## Question

Tin diselenide, SnSe₂, is built of layers. In each layer a plane of tin atoms lies between two planes of selenium atoms, so that every tin atom has six selenium neighbours and every selenium atom has three tin neighbours, all on one side. The table lists the vibrations in which every unit cell moves alike. The phonon frequency is given as a wavenumber, with imaginary values printed as negative, and phonon q row 1 denotes this one pattern of repetition.

VASP 6.6.1, LDA with PAW potentials (Sn_d, Se), without dispersion correction or spin–orbit coupling: phonons of bulk SnSe₂ at q = 0 (q row 1), from finite displacements of 0.015 Å in the relaxed cell. Plane-wave cutoff 600 eV, 9×9×6 k mesh, Gaussian smearing of 0.02 eV. Imaginary frequencies are given as negative.

```csv
row,phonon q row (row),phonon frequency (cm⁻¹)
1,1,-0.20
2,1,-0.20
3,1,-0.10
4,1,126.80
5,1,126.80
6,1,145.10
7,1,145.10
8,1,181.20
9,1,242.40
```

(a) What kind of motion belongs to the three values near zero, to the pairs and to the single values?

(b) Suppose that all Sn–Se bonds are equal springs and that no other forces act. How should the six real vibrations then be grouped?

(c) Compare this with the table and explain the order that is found.

## Model answer

**(a)** Three atoms can move in three directions each, which makes nine modes. In three of them the whole crystal shifts as one body, which stretches nothing and should cost no energy. Their values of at most 0.2 cm⁻¹ in size are numerical residue and no sign of an instability.

The other six are true vibrations. The layer has a threefold axis, which makes the two directions in the plane equivalent, so motion in the plane comes in pairs of equal frequency. Motion along c, the direction in which the layers are stacked, has no such partner and gives single values. The table therefore separates the directions by itself: rows 4 to 7 are motion in the plane, rows 8 and 9 motion along c.

**(b)** In each direction there are two patterns. In the even one, tin rests and the two selenium atoms move against each other. In the odd one, both selenium atoms move together and tin moves the opposite way.

Take the even pattern first. A selenium atom of mass m moves by u while its tin neighbours stand still, and the bonds pull it back with a force ku. With ω for the angular frequency, this gives mω² = k.

In the odd pattern the centre of mass must stay at rest. Two selenium atoms weigh 1.33 times as much as one tin atom, so tin moves 1.33u in the opposite direction. The bonds now feel a relative shift of 2.33u, and mω² = 2.33k. The odd frequency should thus be √2.33 = 1.53 times the even one.

The direction should hardly matter. The three bonds of a selenium atom stand almost at right angles to one another, and three equal springs at right angles resist a push equally from every side. With the bond angles of the relaxed cell, the stiffness along c comes out only 1.03 times that in the plane. The six vibrations should therefore form a low group of even modes and a high group of odd modes, each made of one pair and one single.

**(c)** The table shows a different grouping. Both pairs lie low, at 126.8 and 145.1 cm⁻¹, and both singles lie high, at 181.2 and 242.4 cm⁻¹. The direction of motion sorts the modes, and the masses only split them within each direction.

Mass cannot be the reason for this, because two modes of the same parity move the same masses by the same relative amounts. The square of their frequency ratio is then a pure ratio of stiffness. Whichever pair is matched with whichever single, the forces that resist these shifts of atoms within the cell are at least 1.56 times as stiff along c as in the plane. Equal bond springs allow almost no difference.

Equal bond springs leave out several things, among them forces that resist a change of bond angle and electric forces between the shifted charges. The angle forces at a selenium atom favour the order found: a shift along c opens or closes all three angles there together, and an equal shift in the plane changes them less. A second likely cause is that the bonds of one atom are not independent. When a selenium atom moves along c, its three bonds all lengthen or all shorten together. When it moves in the plane, some lengthen while others shorten. Bonding electrons can then shift from the weakened bonds into the strengthened ones, and this makes the distortion cheaper. Motion along c has no such relief at the selenium atom, since no bond there gains while another loses. This second cause rests on the general behaviour of covalent bonds that share an atom. The frequencies agree with both causes but do not show how much each contributes.

There remains the splitting within each direction. The upper pair lies a factor of 1.14 above the lower pair, and the upper single a factor of 1.34 above the lower single. Both factors are smaller than the 1.53 expected from the masses. The likely reason is a force between the two selenium planes. It acts in the even modes, where these planes move against each other, and is idle in the odd modes, where they move together. It therefore raises the even modes towards the odd ones.

The size of this force follows from two balances. Let a be the net coupling of tin to one selenium plane, and b that between the two kinds of selenium plane, summed over all cells. Then mω² = a + 2b for the even mode and mω² = 2.33a for the odd one. If the lower frequency in each direction is the even one, b is about 0.15a along c and 0.39a in the plane.

These two fractions look different, yet b itself is nearly the same in both directions. It is a that is much smaller in the plane. A similar selenium–selenium coupling thus acts beside a weaker tin–selenium coupling, and it closes more of the gap. This is why the two pairs lie closer together than the two singles. The coupling b is a net one and not simply a direct push between selenium atoms: such a push along the steep lines that join the two planes would be clearly stiffer along c. Part of it may be passed on by the electrons of the bonds that meet at tin.

## Remarks on the reasoning

**What is certain and what is argued.** Symmetry fixes which modes move in the plane and which along c. It does not tell which member of each direction is even. The answer takes the lower one, because the opposite choice would need a selenium–selenium coupling as large as the tin–selenium coupling in the plane and about 1.6 times as large along c. That is hard to believe when, in the relaxed cell, the bonds measure 2.70 Å and the closest selenium atoms of facing layers are 3.51 Å apart. The greater stiffness along c holds with either choice.

**What the estimate is worth.** The spring constant k cancels in the frequency ratios of the spring model, so these ratios have nothing to adjust, and they were compared with those of all six vibrations. The spring model explains why the masses should separate even from odd modes, but it overstates that separation and fails on direction. The couplings a and b are of another kind: two frequencies yield two numbers, so their agreement with the table is no test. The ratios are printed after this text.

**A common mistake.** It is tempting to read the high single modes as a sign that the layers are held together strongly. In the odd modes, however, all selenium atoms move together, so facing layers keep their selenium–selenium distances. The odd mode along c is still much stiffer than the odd pair in the plane. The difference must therefore arise largely in the forces between tin and selenium. Nor does any of the six vibrations measure how easily layers slide: with one layer per cell and all cells moving alike, the sliding of whole layers is just a shift of the crystal.

**Where the level of theory matters.** The frequencies belong to a cell that was relaxed with LDA, a functional without true dispersion forces. The relaxation shortened c by 3.8 % from the starting structure and pushed the layers closer together. This bears most directly on the even modes, in which selenium atoms of facing layers move against each other. Their frequencies should be carried over to a crystal with a wider layer spacing only with care. All the values are also harmonic ones for a cell relaxed as a static lattice, without zero-point motion or thermal expansion, and the cutoff and k mesh are usual working choices, not converged limits. Small shifts of the frequencies, and with them of the fitted couplings a and b, are therefore to be expected.

**Before comparing with an infrared spectrum.** Odd modes shift positive against negative charge. In an insulator, a long wave whose atoms move along its direction of travel builds up an electric field that stiffens the motion. For a wave travelling in the plane, one half of the odd pair then moves up in frequency; for a wave travelling along c, the odd single mode does. The values here are without that field. For an insulating crystal they correspond to waves that travel at right angles to the motion of the atoms.

Output of the analysis:

```
Largest size of the three uniform-shift residues, 1/cm: 0.2
Upper pair less lower pair, 1/cm: 18.3
Lower single less upper pair, 1/cm: 36.1
Upper single less lower single, 1/cm: 61.2
Sn amplitude over Se amplitude in odd modes, opposite direction: 1.33
Odd over even frequency from bond springs and masses: 1.527
Upper over lower pair, calculated frequency ratio: 1.144
Upper over lower single, calculated frequency ratio: 1.338
Stiffness along c over in plane, equal bond springs: 1.034
Stiffness along c over in plane, odd modes in likely order: 2.791
Stiffness along c over in plane, even modes in likely order: 2.042
Smallest such stiffness ratio under any parity assignment: 1.559
Se-Se over Sn-Se net coupling along c, likely order: 0.1511
Se-Se over Sn-Se net coupling in plane, likely order: 0.3899
Se-Se over Sn-Se net coupling along c, reversed order: 1.585
Se-Se over Sn-Se net coupling in plane, reversed order: 1.026
Se-Se net coupling along c over in plane, likely order: 1.082
Sn-Se bond in relaxed cell, angstrom: 2.704
Shortest Se-Se contact between layers, angstrom: 3.514
Shortest Se-Se contact across one layer, angstrom: 3.845
Change of c on relaxation, percent: -3.836
```
